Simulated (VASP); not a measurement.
YB (relaxed from the wurtzite structure, space group P6_3/mmc): computed properties

Level of theory: PBEsol GGA, VASP's PBE PAW potentials (set 64) (plane waves; VASP 6.6.1).

```json
{
 "space_group": "P6_3/mmc (194)",
 "cell": "a = 4.358 Å, b = 4.358 Å, c = 5.318 Å, α = 90.00°, β = 90.00°, γ = 120.00°",
 "volume_per_atom": "21.87 Å³/atom",
 "band gap (over mesh and band path)": "none (metal, semimetal or under 0.01 eV)",
 "density": "3.79 g/cm³"
}
```

```cif
data_B2Y2
_chemical_formula_sum 'Y2 B2'
_space_group_name_H-M_alt 'P 1'
_space_group_IT_number 1
_cell_length_a 4.35799
_cell_length_b 4.35799
_cell_length_c 5.31799
_cell_angle_alpha 90.000
_cell_angle_beta 90.000
_cell_angle_gamma 120.000
loop_
_space_group_symop_operation_xyz
  'x, y, z'
loop_
_atom_site_label
_atom_site_type_symbol
_atom_site_fract_x
_atom_site_fract_y
_atom_site_fract_z
_atom_site_occupancy
Y1 Y 0.33333 0.66667 0.93755 1
Y2 Y 0.66667 0.33333 0.43755 1
B1 B 0.33333 0.66667 0.43745 1
B2 B 0.66667 0.33333 0.93745 1
```

The structure was generated: YB was put into the wurtzite type (P6_3mc), which need not be its known phase. It was relaxed first, which changed the volume by -31 %. The relaxed cell has space group P6_3/mmc. Symmetry was kept, so distortions that lower it aren't found.
